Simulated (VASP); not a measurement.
These are rev-vdW-DF2, VASP's PBE PAW potentials (set 64) (plane waves; VASP 6.6.1) values and carry that method's errors.

The input files of a VASP run:

**KPOINTS**
```
K-points
0
gamma
9 9 6
```

### INCAR
```
AGGAC=0.0
ALGO=Normal
EDIFF=1E-7
EDIFFG=-0.01
ENCUT=520
GGA=MK
IBRION=2
ISIF=4
ISMEAR=1
LASPH=.TRUE.
LCHARG=.FALSE.
LMAXMIX=6
LREAL=.FALSE.
LUSE_VDW=.TRUE.
LWAVE=.FALSE.
NELM=100
NSW=30
PARAM1=0.1234568
PARAM2=0.7114
PREC=Accurate
SIGMA=0.1
SYSTEM=PtSe2
ZAB_VDW=-1.8867
```

**POSCAR**
```
PtSe2
1
    1.9104734996    -3.3090374247     0.0000000000
    1.9104734996     3.3090374247     0.0000000000
    0.0000000000     0.0000000000     5.0220236517
Pt Se
1 2
Direct
  0.0000000000   0.0000000000   0.0000000000
  0.3333330000   0.6666670000   0.2603489813
  0.6666670000   0.3333330000   0.7396510187
```

POTCAR, in this order: Pt Se (PBE.64 set). Program: vasp_std.

Output of the run:

### OSZICAR
```
       N       E                     dE             d eps       ncg     rms          rms(c)
DAV:   1     0.118226789078E+03    0.11823E+03   -0.10070E+04  1892   0.128E+03
DAV:   2    -0.512630222505E+01   -0.12335E+03   -0.12072E+03  2364   0.234E+02
DAV:   3    -0.101285764766E+02   -0.50023E+01   -0.49535E+01  2336   0.500E+01
DAV:   4    -0.101670281706E+02   -0.38452E-01   -0.38447E-01  2126   0.482E+00
DAV:   5    -0.101674915842E+02   -0.46341E-03   -0.46340E-03  2399   0.500E-01    0.111E+01
DAV:   6    -0.967085353060E+01    0.49664E+00   -0.54702E+00  1888   0.228E+01    0.732E+00
DAV:   7    -0.941456671036E+01    0.25629E+00   -0.10584E+00  1930   0.110E+01    0.335E+00
DAV:   8    -0.940145732609E+01    0.13109E-01   -0.84774E-02  1930   0.199E+00    0.920E-01
DAV:   9    -0.939705614256E+01    0.44012E-02   -0.12593E-02  2070   0.120E+00    0.214E-01
DAV:  10    -0.939715346398E+01   -0.97321E-04   -0.17709E-03  2126   0.287E-01    0.339E-02
DAV:  11    -0.939715539379E+01   -0.19298E-05   -0.36417E-05  2336   0.558E-02    0.242E-02
DAV:  12    -0.939715531124E+01    0.82553E-07   -0.52499E-06  2007   0.186E-02    0.426E-03
DAV:  13    -0.939715539720E+01   -0.85958E-07   -0.75081E-07  2329   0.624E-03
   1 F= -.93971554E+01 E0= -.93972339E+01  d E =-.939716E+01
       N       E                     dE             d eps       ncg     rms          rms(c)
DAV:   1    -0.940547414088E+01   -0.83188E-02   -0.61817E-01  1860   0.501E+00    0.391E-01
DAV:   2    -0.940583905118E+01   -0.36491E-03   -0.23095E-02  2161   0.104E+00    0.175E-01
DAV:   3    -0.940541992981E+01    0.41912E-03   -0.93431E-04  2182   0.248E-01    0.855E-02
DAV:   4    -0.940537360964E+01    0.46320E-04   -0.30803E-04  2143   0.131E-01    0.271E-02
DAV:   5    -0.940537139290E+01    0.22167E-05   -0.36614E-05  1958   0.576E-02    0.163E-02
DAV:   6    -0.940537237234E+01   -0.97943E-06   -0.60816E-06  2301   0.184E-02    0.389E-03
DAV:   7    -0.940537247284E+01   -0.10050E-06   -0.42065E-07  1986   0.488E-03    0.134E-03
DAV:   8    -0.940537252392E+01   -0.51080E-07   -0.20205E-08  1098   0.128E-03
   2 F= -.94053725E+01 E0= -.94054505E+01  d E =-.821713E-02
       N       E                     dE             d eps       ncg     rms          rms(c)
DAV:   1    -0.940997060737E+01   -0.45981E-02   -0.10444E+00  1860   0.651E+00    0.520E-01
DAV:   2    -0.941051226923E+01   -0.54166E-03   -0.38976E-02  2126   0.136E+00    0.231E-01
DAV:   3    -0.940979963341E+01    0.71264E-03   -0.16066E-03  2224   0.330E-01    0.115E-01
DAV:   4    -0.940971222507E+01    0.87408E-04   -0.55804E-04  2064   0.177E-01    0.362E-02
DAV:   5    -0.940970817820E+01    0.40469E-05   -0.65797E-05  1965   0.772E-02    0.211E-02
DAV:   6    -0.940970954408E+01   -0.13659E-05   -0.10611E-05  2259   0.240E-02    0.507E-03
DAV:   7    -0.940970970015E+01   -0.15606E-06   -0.76383E-07  2007   0.645E-03    0.178E-03
DAV:   8    -0.940970977507E+01   -0.74920E-07   -0.34026E-08  1063   0.170E-03
   3 F= -.94097098E+01 E0= -.94098026E+01  d E =-.125544E-01
       N       E                     dE             d eps       ncg     rms          rms(c)
DAV:   1    -0.940974639962E+01   -0.36699E-04   -0.10034E-02  1860   0.636E-01    0.507E-02
DAV:   2    -0.940975083931E+01   -0.44397E-05   -0.37609E-04  2112   0.134E-01    0.226E-02
DAV:   3    -0.940974453261E+01    0.63067E-05   -0.16332E-05  2238   0.332E-02    0.113E-02
DAV:   4    -0.940974414390E+01    0.38871E-06   -0.54010E-06  2078   0.174E-02    0.359E-03
DAV:   5    -0.940974420620E+01   -0.62299E-07   -0.63370E-07  1923   0.760E-03
   4 F= -.94097442E+01 E0= -.94098367E+01  d E =-.125888E-01
       N       E                     dE             d eps       ncg     rms          rms(c)
DAV:   1    -0.941217953669E+01   -0.24354E-02   -0.10329E-01  1895   0.231E+00    0.213E-01
DAV:   2    -0.941079650301E+01    0.13830E-02   -0.43531E-03  1993   0.554E-01    0.117E-01
DAV:   3    -0.941051914003E+01    0.27736E-03   -0.82065E-04  2133   0.273E-01    0.578E-02
DAV:   4    -0.941044011070E+01    0.79029E-04   -0.27729E-04  2021   0.126E-01    0.248E-02
DAV:   5    -0.941043880021E+01    0.13105E-05   -0.25206E-05  2119   0.361E-02    0.844E-03
DAV:   6    -0.941043896949E+01   -0.16928E-06   -0.20402E-06  2308   0.119E-02    0.409E-03
DAV:   7    -0.941043901996E+01   -0.50466E-07   -0.21355E-07  1406   0.460E-03
   5 F= -.94104390E+01 E0= -.94105539E+01  d E =-.694814E-03
       N       E                     dE             d eps       ncg     rms          rms(c)
DAV:   1    -0.941159416462E+01   -0.11552E-02   -0.59145E-02  1902   0.175E+00    0.160E-01
DAV:   2    -0.941080329570E+01    0.79087E-03   -0.24831E-03  2000   0.418E-01    0.885E-02
DAV:   3    -0.941064508232E+01    0.15821E-03   -0.46744E-04  2147   0.206E-01    0.437E-02
DAV:   4    -0.941060031229E+01    0.44770E-04   -0.15687E-04  2042   0.952E-02    0.187E-02
DAV:   5    -0.941059956891E+01    0.74337E-06   -0.14385E-05  2091   0.273E-02    0.635E-03
DAV:   6    -0.941059967037E+01   -0.10145E-06   -0.11548E-06  2329   0.892E-03    0.307E-03
DAV:   7    -0.941059969909E+01   -0.28723E-07   -0.11850E-07  1091   0.347E-03
   6 F= -.94105997E+01 E0= -.94107320E+01  d E =-.855493E-03
```

OUTCAR:
```
------------------------ aborting loop because EDIFF is reached ----------------------------------------
  FORCE on cell =-STRESS in cart. coord.  units (eV):
  Direction    XX          YY          ZZ          XY          YZ          ZX
  --------------------------------------------------------------------------------------
  Total       -0.4191634     -0.4191634     -0.4178397      0.0000000      0.0000000      0.0000000
  in kB      -10.5765116    -10.5765130    -10.5431134      0.0000000      0.0000000      0.0000000
  external PRESSURE =     -10.5653793 kB  Pullay stress =       0.0000000 kB
  volume of cell :       63.50
      direct lattice vectors                 reciprocal lattice vectors
     1.893181399 -3.279086585 -0.000000000     0.264105701 -0.152481487 -0.000000000
     1.893181399  3.279086585  0.000000000     0.264105701  0.152481487  0.000000000
     0.000000000 -0.000000000  5.114183861     0.000000000 -0.000000000  0.195534620
 POSITION                                       TOTAL-FORCE (eV/Angst)
 -----------------------------------------------------------------------------------
      1.89318      3.27909      0.00000         0.000000      0.000000     -0.000000
      1.89318      1.09303      1.29932        -0.000000      0.000000     -0.001609
      1.89318     -1.09303      3.81487         0.000000     -0.000000      0.001609
 -----------------------------------------------------------------------------------
    total drift:                                0.000000      0.000000      0.000000
  FREE ENERGIE OF THE ION-ELECTRON SYSTEM (eV)
  ---------------------------------------------------
  free  energy   TOTEN  =        -9.4105996991 eV

  energy  without entropy=       -9.4109964734  energy(sigma->0) =       -9.41073196

 reached required accuracy - stopping structural energy minimisation
```
(Selected blocks of OUTCAR.)

**CONTCAR**
```
PtSe2
   1.00000000000000
     1.8931813988435602   -3.2790865853048956   -0.0000000000000000
     1.8931813988435602    3.2790865853048956    0.0000000000000000
     0.0000000000000000   -0.0000000000000000    5.1141838614621484
  Pt              Se
     1     2
Direct
     0.0000000000000000    1.0000000000000000    0.0000000000000000
     0.3333330000000032    0.6666669999999968    0.2540617237873354
     0.6666669999999968    0.3333330000000032    0.7459382762126645
```

The compound is PtSe2 in the 1T layered structure. This cell is one point of a volume scan, at 1.03 of the reference volume. Symmetry was kept, so distortions that lower it aren't found.
